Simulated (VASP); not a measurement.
# Vibrations of TiTe2 at several levels of theory, part 2 of 2

How much do the zone-centre frequencies of TiTe2 depend on the functional? The starting structure is a measured crystal structure from the Crystallography Open Database.

VASP 6.6.1.

Results so far: LDA A2u 288.0 cm⁻¹.

### 3. Modes with LDA at the measured cell

Level of this step: LDA, no spin polarisation; plane waves and PAW (Te, Ti_sv) (VASP).

The atoms were first relaxed in the fixed cell, in a run that isn't shown.

INCAR

```
SYSTEM = TiTe2
PREC = Accurate
ENCUT = 450
EDIFF = 1E-08
NELM = 100
ISMEAR = 1
SIGMA = 0.15
LREAL = .FALSE.
ALGO = Normal
GGA = CA
NBANDS = 18
LORBIT = 11
LWAVE = .FALSE.
LCHARG = .FALSE.
KPAR = 4
IBRION = 8
ISIF = 2
```

POSCAR

```
TiTe2
1.0
    3.7770000000      0.0000000000      0.0000000000
   -1.8885000000      3.2709779501      0.0000000000
    0.0000000000      0.0000000000      6.4980000000
Te Ti
2 1
Direct
    0.3333333333      0.6666666667      0.7418230256
    0.6666666667      0.3333333333      0.2581769744
    0.0000000000      0.0000000000      0.0000000000
```

KPOINTS

```
Automatic mesh
0
Gamma
12 12 6
0 0 0
```

PAW data sets: Te and Ti_sv (LDA family, release 64).

Command:

```bash
$ mpirun -np 4 vasp_std
```

Output:

```text
[... set-up lines as in an earlier step ...]
 entering main loop
       N       E                     dE             d eps       ncg     rms          rms(c)
DAV:   1     0.163952690458E+03    0.16395E+03   -0.99857E+03  3608   0.111E+03
DAV:   2    -0.589572141530E+01   -0.16985E+03   -0.16614E+03  3982   0.290E+02
DAV:   3    -0.200926508902E+02   -0.14197E+02   -0.13961E+02  5586   0.800E+01
DAV:   4    -0.205397792601E+02   -0.44713E+00   -0.44586E+00  4706   0.135E+01
[...]
DAV:  16    -0.182779470451E+02    0.28460E-05   -0.15713E-05  4918   0.256E-02    0.213E-03
DAV:  17    -0.182779470679E+02   -0.22776E-07   -0.27991E-07  4008   0.435E-03    0.189E-03
DAV:  18    -0.182779470645E+02    0.33251E-08   -0.25130E-08  3366   0.121E-03
   1 F= -.18277947E+02 E0= -.18278165E+02  d E =0.653020E-03
 Linear response reoptimize wavefunctions to high precision
DAV:   1    -0.182779470643E+02    0.27376E-09   -0.14798E-09  2618   0.314E-04
DAV:   2    -0.182779470643E+02   -0.32742E-10   -0.24489E-10  2202   0.139E-04
 Linear response DOF=           4
 Linear response progress:
[...]
RMM:  20    -0.683809001414E+00   -0.77348E-07   -0.11311E-06 21569   0.656E-04    0.394E-05
RMM:  21    -0.683809068494E+00   -0.67080E-07   -0.10235E-06 20633   0.606E-04    0.361E-05
RMM:  22    -0.683809126206E+00   -0.57712E-07   -0.91072E-07 22769   0.557E-04    0.401E-05
 first order change of Fermi-energy  -0.97490E-03
 force on displaced ion       3 direction 1 :  -3.987   0.000   0.000
 Linear response progress:
  Degree of freedom:   4/  4
       N       E                     dE             d eps       ncg     rms          rms(c)
RMM:   1    -0.723171076638E+00   -0.72317E+00    0.22474E+01  3622   0.133E+02
RMM:   2    -0.681327644459E+00    0.41843E-01   -0.39079E-01  5963   0.463E+00    0.216E-01
RMM:   3    -0.678772851742E+00    0.25548E-02   -0.28526E-02  7021   0.108E+00    0.108E-01
RMM:   4    -0.679171034518E+00   -0.39818E-03   -0.16942E-02  8045   0.451E-01    0.503E-02
[...]
RMM:  26    -0.680664154624E+00    0.10491E-07   -0.34464E-06  8215   0.762E-04    0.904E-05
RMM:  27    -0.680664160323E+00   -0.56983E-08   -0.26907E-06  8407   0.714E-04    0.946E-05
RMM:  28    -0.680664144339E+00    0.15983E-07   -0.27926E-06  9288   0.671E-04    0.956E-05
 first order change of Fermi-energy   0.22679E-02
 force on displaced ion       3 direction 3 :  -0.000   0.000 -10.081
 Linear response finished
```

Wall time 16 min (4 MPI ranks of Intel Xeon Platinum 8488C (Sapphire Rapids), shared host); peak memory 4.2 GiB.

Parts of OUTCAR (step 3):

```text
  Total       -1.7505840     -1.7505840     -1.0694319      0.0000000     -0.0000000     -0.0000000
  in kB      -34.9372917    -34.9372917    -21.3431935      0.0000000     -0.0000000     -0.0000000
  external PRESSURE =     -30.4059256 kB  Pullay stress =       0.0000000 kB

 POSITION                                       TOTAL-FORCE (eV/Angst)
 -----------------------------------------------------------------------------------
     -0.00000      2.18065      4.82037         0.000000     -0.000000      0.001918
      1.88850      1.09033      1.67763        -0.000000      0.000000     -0.001918
      0.00000      0.00000      0.00000         0.000000      0.000000      0.000000
 -----------------------------------------------------------------------------------
    total drift:                                0.000000     -0.000000      0.000000

[... 1 part as in an earlier step ...]

[... 1 further part left out ...]
```

With LDA at the measured cell the modes are A2u 260.7, Eu 164.0, A1g 137.5, Eg 98.9 cm⁻¹; the largest shift is -27.3 cm⁻¹, in A2u, from LDA.

### 4. Modes with PBEsol

PBEsol restores the gradient expansion of exchange and is tuned for the cells of solids. The cell comes from a relaxation at this level, not shown (76.08 Å³).

INCAR: that of step 3 with these lines changed.

```diff
@@ -9,3 +9,3 @@
 ALGO = Normal
-GGA = CA
+GGA = PS
 NBANDS = 18
```

POSCAR

```
TiTe2
1.0
    3.6977558800      0.0000000000      0.0000000000
   -1.8488779400      3.2023505292      0.0000000000
    0.0000000000      0.0000000000      6.4250829987
Te Ti
2 1
Direct
    0.3333333333      0.6666666667      0.7319253090
    0.6666666667      0.3333333333      0.2680746910
    0.0000000000      0.0000000000      0.0000000000
```

KPOINTS is that of step 3.

Potentials, in the order of the species: Te and Ti_sv (PBE family, release 64).

Command:

```bash
$ mpirun -np 4 vasp_std
```

Output:

```text
[banner, memory and clock lines left out]
running    4 mpi-ranks, on    1 nodes
[...]
|                                                                             |
|               ----> ADVICE to this user running VASP <----                  |
|                                                                             |
|     You enforced a specific xc type in the INCAR file but a different       |
|     [... a line on the potential file left out ...]
|     I HOPE YOU KNOW WHAT YOU ARE DOING!                                     |
|                                                                             |

 LDA part: xc-table for (Slater+PW92), standard interpolation
 POSCAR, INCAR and KPOINTS ok, starting setup
[...]
entering main loop
       N       E                     dE             d eps       ncg     rms          rms(c)
DAV:   1     0.166453886175E+03    0.16645E+03   -0.10064E+04  3600   0.112E+03
DAV:   2    -0.437529143688E+01   -0.17083E+03   -0.16715E+03  3890   0.297E+02
[...]
RMM:  15    -0.697245041127E+00   -0.41734E-06   -0.23668E-06 23066   0.123E-03    0.626E-05
RMM:  16    -0.697245114296E+00   -0.73169E-07   -0.19116E-06 23363   0.108E-03    0.698E-05
RMM:  17    -0.697245528070E+00   -0.41377E-06   -0.16908E-06 20723   0.979E-04    0.640E-05
 first order change of Fermi-energy  -0.71510E-03
 force on displaced ion       3 direction 1 :  -4.874   0.000   0.000
 Linear response progress:
  Degree of freedom:   4/  4
       N       E                     dE             d eps       ncg     rms          rms(c)
RMM:   1    -0.739162279866E+00   -0.73916E+00    0.20238E+01  3614   0.139E+02
RMM:   2    -0.688781537812E+00    0.50381E-01   -0.42536E-01  5994   0.492E+00    0.215E-01
RMM:   3    -0.686702044258E+00    0.20795E-02   -0.29256E-02  7014   0.113E+00    0.107E-01
RMM:   4    -0.687036939212E+00   -0.33489E-03   -0.17775E-02  8061   0.487E-01    0.517E-02
[...]
RMM:  16    -0.688617461690E+00   -0.47394E-06   -0.83039E-06  8169   0.160E-03    0.134E-04
RMM:  17    -0.688617694118E+00   -0.23243E-06   -0.68746E-06  8489   0.144E-03    0.128E-04
RMM:  18    -0.688617775941E+00   -0.81822E-07   -0.50397E-06  9214   0.131E-03    0.150E-04
 first order change of Fermi-energy   0.82366E-03
 force on displaced ion       3 direction 3 :   0.000  -0.000 -11.838
 Linear response finished
```

It took 12 min on 4 MPI ranks; peak memory 4.1 GiB.

From OUTCAR (step 4):

```text
  Total       -0.0011760     -0.0011760     -0.0034661      0.0000000     -0.0000000      0.0000000
  in kB       -0.0247641     -0.0247641     -0.0729913      0.0000000     -0.0000000      0.0000000
  external PRESSURE =      -0.0408398 kB  Pullay stress =       0.0000000 kB

 POSITION                                       TOTAL-FORCE (eV/Angst)
 -----------------------------------------------------------------------------------
     -0.00000      2.13490      4.70268         0.000000     -0.000000     -0.001755
      1.84888      1.06745      1.72240         0.000000      0.000000      0.001755
      0.00000      0.00000      0.00000        -0.000000      0.000000      0.000000
 -----------------------------------------------------------------------------------
    total drift:                                0.000000     -0.000000     -0.000000

[... 1 part as in an earlier step ...]

[... 1 further part left out ...]
```

With PBEsol the modes are A2u 282.6, Eu 181.2, A1g 146.1, Eg 101.1 cm⁻¹; the largest shift is -7.4 cm⁻¹, in Eu, from LDA.

### 5. Modes with PBE

PBE, the usual starting point, adds the gradient of the density. The cell comes from a relaxation at this level, not shown (83.76 Å³).

INCAR: that of step 4 with these lines changed.

```diff
@@ -9,3 +9,3 @@
 ALGO = Normal
-GGA = PS
+GGA = PE
 NBANDS = 18
```

POSCAR

```
TiTe2
1.0
    3.7723972524      0.0000000000      0.0000000000
   -1.8861986262      3.2669918538      0.0000000000
    0.0000000000      0.0000000000      6.7963050856
Te Ti
2 1
Direct
    0.3333333333      0.6666666667      0.7458346562
    0.6666666667      0.3333333333      0.2541653438
    0.0000000000      0.0000000000      0.0000000000
```

KPOINTS is that of step 4.

Command:

```bash
$ mpirun -np 4 vasp_std
```

Output:

```text
[banner, memory and clock lines left out]
running    4 mpi-ranks, on    1 nodes
[...]
LDA part: xc-table for (Slater+PW92), standard interpolation
 POSCAR, INCAR and KPOINTS ok, starting setup
[...]
entering main loop
       N       E                     dE             d eps       ncg     rms          rms(c)
DAV:   1     0.167163982814E+03    0.16716E+03   -0.10028E+04  3600   0.110E+03
DAV:   2    -0.306900750709E+01   -0.17023E+03   -0.16665E+03  3932   0.288E+02
DAV:   3    -0.180236152371E+02   -0.14955E+02   -0.14591E+02  5680   0.815E+01
DAV:   4    -0.185304726763E+02   -0.50686E+00   -0.50500E+00  4706   0.141E+01
[...]
DAV:  18    -0.162145613978E+02   -0.16212E-06   -0.62038E-08  4372   0.167E-03    0.207E-03
DAV:  19    -0.162145614456E+02   -0.47802E-07   -0.42010E-09  2330   0.484E-04    0.906E-04
DAV:  20    -0.162145614442E+02    0.14284E-08   -0.10419E-08  2246   0.696E-04
   1 F= -.16214561E+02 E0= -.16215189E+02  d E =0.188316E-02
 Linear response reoptimize wavefunctions to high precision
[...]
RMM:  15    -0.711424099503E+00   -0.10601E-06   -0.19846E-06 22566   0.976E-04    0.466E-05
RMM:  16    -0.711424370541E+00   -0.27104E-06   -0.17353E-06 22033   0.852E-04    0.439E-05
RMM:  17    -0.711424410299E+00   -0.39758E-07   -0.14945E-06 23393   0.759E-04    0.469E-05
 first order change of Fermi-energy  -0.69218E-03
 force on displaced ion       3 direction 1 :  -3.625   0.000   0.000
 Linear response progress:
  Degree of freedom:   4/  4
       N       E                     dE             d eps       ncg     rms          rms(c)
RMM:   1    -0.748981433532E+00   -0.74898E+00    0.20305E+01  3622   0.141E+02
RMM:   2    -0.703596102245E+00    0.45385E-01   -0.38479E-01  5984   0.456E+00    0.221E-01
RMM:   3    -0.700682546642E+00    0.29136E-02   -0.28410E-02  7035   0.109E+00    0.114E-01
RMM:   4    -0.700980451307E+00   -0.29790E-03   -0.17954E-02  7920   0.468E-01    0.519E-02
[...]
RMM:  32    -0.702743474047E+00   -0.80136E-08   -0.19216E-06  7728   0.652E-04    0.124E-04
RMM:  33    -0.702743484795E+00   -0.10747E-07   -0.14230E-06  8618   0.621E-04    0.129E-04
RMM:  34    -0.702743499400E+00   -0.14605E-07   -0.16525E-06  7961   0.591E-04    0.136E-04
 first order change of Fermi-energy   0.62092E-03
 force on displaced ion       3 direction 3 :   0.000   0.000 -10.026
 Linear response finished
```

The job ended after 14 min (4 MPI ranks; peak memory 4.5 GiB; 54 min of CPU time).

OUTCAR, selected parts (step 5):

```text
  Total       -0.0042289     -0.0042289      0.0063106      0.0000000      0.0000000     -0.0000000
  in kB       -0.0808917     -0.0808917      0.1207105      0.0000000      0.0000000     -0.0000000
  external PRESSURE =      -0.0136909 kB  Pullay stress =       0.0000000 kB

 POSITION                                       TOTAL-FORCE (eV/Angst)
 -----------------------------------------------------------------------------------
     -0.00000      2.17799      5.06892         0.000000      0.000000     -0.000312
      1.88620      1.08900      1.72739        -0.000000     -0.000000      0.000312
      0.00000      0.00000      0.00000        -0.000000      0.000000      0.000000
 -----------------------------------------------------------------------------------
    total drift:                                0.000000      0.000000      0.000000

[... 1 part as in an earlier step ...]

[... 1 further part left out ...]
```

With PBE the modes are A2u 260.1, Eu 156.3, A1g 136.6, Eg 95.1 cm⁻¹; the largest shift is -32.3 cm⁻¹, in Eu, from LDA.

### 6. Modes with PBEsol + D3(BJ)

D3 with Becke-Johnson damping keeps a finite attraction at short range. The cell comes from a relaxation at this level, not shown (70.49 Å³).

INCAR: that of step 5 with these lines changed.

```diff
@@ -9,3 +9,4 @@
 ALGO = Normal
-GGA = PE
+GGA = PS
+IVDW = 12
 NBANDS = 18
@@ -15,3 +16,6 @@
 KPAR = 4
-IBRION = 8
+IBRION = 6
+NFREE = 2
+POTIM = 0.015
+NSW = 1
 ISIF = 2
```

POSCAR

```
TiTe2
1.0
    3.6186612068      0.0000000000      0.0000000000
   -1.8093306033      3.1338525328      0.0000000000
    0.0000000000      0.0000000000      6.2161202227
Te Ti
2 1
Direct
    0.3333333333      0.6666666667      0.7216922507
    0.6666666667      0.3333333333      0.2783077493
    0.0000000000      0.0000000000      0.0000000000
```

KPOINTS is that of step 5.

Command:

```bash
$ mpirun -np 4 vasp_std
```

Output:

```text
[banner, memory and clock lines left out]
running    4 mpi-ranks, on    1 nodes
[...]
[... a notice as in an earlier step ...]

 LDA part: xc-table for (Slater+PW92), standard interpolation
 POSCAR, INCAR and KPOINTS ok, starting setup
[...]
entering main loop
       N       E                     dE             d eps       ncg     rms          rms(c)
DAV:   1     0.170200079579E+03    0.17020E+03   -0.10101E+04  3600   0.114E+03
DAV:   2    -0.430859491984E+01   -0.17451E+03   -0.17081E+03  3942   0.303E+02
DAV:   3    -0.188359978645E+02   -0.14527E+02   -0.14206E+02  5514   0.821E+01
DAV:   4    -0.193182160905E+02   -0.48222E+00   -0.48106E+00  4576   0.140E+01
[...]
DAV:  17    -0.174759663332E+02   -0.56235E-07   -0.90609E-08  4108   0.193E-03    0.489E-04
DAV:  18    -0.174759663581E+02   -0.24922E-07   -0.29421E-08  3128   0.111E-03    0.302E-04
DAV:  19    -0.174759663523E+02    0.58744E-08   -0.17988E-09  2094   0.402E-04
   1 F= -.19084116E+02 E0= -.19084500E+02  d E =0.115209E-02
[... from here on, the cycles between the ionic steps are left out ...]
   2 F= -.19083635E+02 E0= -.19084020E+02  d E =0.115585E-02
   3 F= -.19083635E+02 E0= -.19084020E+02  d E =0.115615E-02
   4 F= -.19083037E+02 E0= -.19083416E+02  d E =0.113541E-02
   5 F= -.19083062E+02 E0= -.19083449E+02  d E =0.116235E-02
   6 F= -.19083424E+02 E0= -.19083814E+02  d E =0.116953E-02
   7 F= -.19083424E+02 E0= -.19083814E+02  d E =0.116954E-02
   8 F= -.19082567E+02 E0= -.19082943E+02  d E =0.112765E-02
   9 F= -.19082567E+02 E0= -.19082943E+02  d E =0.112767E-02
 Finite differences progress:
  Degree of freedom:   4/  4
  Displacement:        2/  2
  Total:               8/  8
```

Elapsed: 7.8 min, on 4 MPI ranks; peak memory 3 GiB; 31 min of CPU time.

OUTCAR, selected parts (step 6):

```text
 Edisp (eV)   -1.60815

 Edisp (eV)   -1.60815

  Total       0.00965     0.00965     0.00667     0.00000     0.00000     0.00000
  in kB       0.21933     0.21933     0.15167     0.00000     0.00000     0.00000
  external pressure =        0.20 kB  Pullay stress =        0.00 kB

 POSITION                                       TOTAL-FORCE (eV/Angst)
 -----------------------------------------------------------------------------------
     -0.00000      2.08924      4.48613         0.000000      0.000000     -0.104985
      1.80933      1.04462      1.72999        -0.000000     -0.000000     -0.101557
      0.00000      0.00000     -0.01500         0.000000     -0.000000      0.206542
 -----------------------------------------------------------------------------------
    total drift:                                0.000000     -0.000000      0.000051

  FREE ENERGIE OF THE ION-ELECTRON SYSTEM (eV)
  ---------------------------------------------------
  free  energy   TOTEN  =       -19.0825667958 eV

  energy  without entropy=      -19.0836944621  energy(sigma->0) =      -19.08294268

[... 1 part as in an earlier step ...]

[... 2 further parts left out ...]
[key lines of the parts left out:]
E-fermi :   8.3752
```

The last energy, forces and stress in OUTCAR belong to the last displaced cell, not to that of POSCAR.

With PBEsol + D3(BJ) the modes are A2u 304.8, Eu 203.7, A1g 160.4, Eg 108.1 cm⁻¹; the largest shift is +16.8 cm⁻¹, in A2u, from LDA.

### 7. The runs compared

```csv
run,A2u,Eu,A1g,Eg,method,core minutes
LDA,288.0,188.6,150.7,104.1,perturbation theory,60.0
LDA at the measured cell,260.7,164.0,137.5,98.9,perturbation theory,62.5
PBEsol,282.6,181.2,146.1,101.1,perturbation theory,48.9
PBE,260.1,156.3,136.6,95.1,perturbation theory,54.0
PBEsol + D3(BJ),304.8,203.7,160.4,108.1,finite displacements,31.0
```

Modes are in cm⁻¹, degenerate ones as one, matched between runs by symmetry and order. A number in brackets counts the listed modes of one symmetry from the lowest. The symmetry labels come from an automatic analysis and can be wrong where levels nearly coincide. Core minutes are wall time times ranks of the run shown, on a shared host.

### 8. What came out

```json
{
 "A2u, LDA": "288.0 cm⁻¹",
 "Eg, LDA": "104.1 cm⁻¹",
 "A2u, LDA at the measured cell": "260.7 cm⁻¹",
 "Eg, LDA at the measured cell": "98.9 cm⁻¹",
 "A2u, PBEsol": "282.6 cm⁻¹",
 "Eg, PBEsol": "101.1 cm⁻¹",
 "A2u, PBE": "260.1 cm⁻¹",
 "Eg, PBE": "95.1 cm⁻¹",
 "A2u, PBEsol + D3(BJ)": "304.8 cm⁻¹",
 "Eg, PBEsol + D3(BJ)": "108.1 cm⁻¹"
}
```

Among the runs matched mode by mode, on the cells relaxed at each level, the A2u mode of TiTe2, the highest of the listed ones in the run with LDA, lies between 260 cm⁻¹ (PBE) and 305 cm⁻¹ (PBEsol + D3(BJ)). Among the runs matched mode by mode, on the cells relaxed at each level, the Eg mode of TiTe2, the lowest of the listed ones in the run with LDA, lies between 95.1 cm⁻¹ (PBE) and 108 cm⁻¹ (PBEsol + D3(BJ)). Taking the measured cell, +8.9 % in volume, instead of the one relaxed with LDA moves A2u by -27.3 cm⁻¹. Some levels use perturbation theory and the others finite displacements, so their times can't be compared. The bonds form layers, and most of these levels lack the dispersion that acts between them, which bears on the cells and on modes in which layers move against each other. The mesh isn't converged: on a 14×14×8 mesh, in a run told elsewhere, Eu with LDA is 194.1 cm⁻¹ in place of 188.6. These runs have no gap, or one under 0.08 eV; such runs hang more on mesh and smearing, and if the crystal is a semiconductor, they miss the splitting by its long-range field. The frequencies are harmonic. Further runs on this material are not shown.

[Lines on the potential files, build, host, timing and source positions are cut from VASP's logs without a mark.]

[Logs are printed without paths, hosts, clocks, repeated set-up lines and the standing remarks that a program may print on its own settings, such as how far it seeks lower states.]

[Hosts, paths, dates, database ids (printed as entryN), source tags and the programs' standing remarks are cut or masked in the printed files.]
